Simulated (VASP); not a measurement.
For cubic LiH (rock salt), PBE GGA, VASP's PBE PAW potentials (set 64) (VASP) gives ε∞ = 4.41, a static ε₀ = 14.90 and a transverse optical mode at 591 cm⁻¹.

Q: Estimate the longitudinal optical frequency at Γ.

A: By the Lyddane-Sachs-Teller relation, ω_LO = ω_TO √(ε₀/ε∞) = 591 × √(14.90/4.41) = 1086 cm⁻¹.

Measured: ε∞ 3.61 (computed value off by +22.2 %), as given by arXiv:2311.05107.

The compound is LiH in the rock salt structure. It was relaxed first, which changed the volume by -6 %.
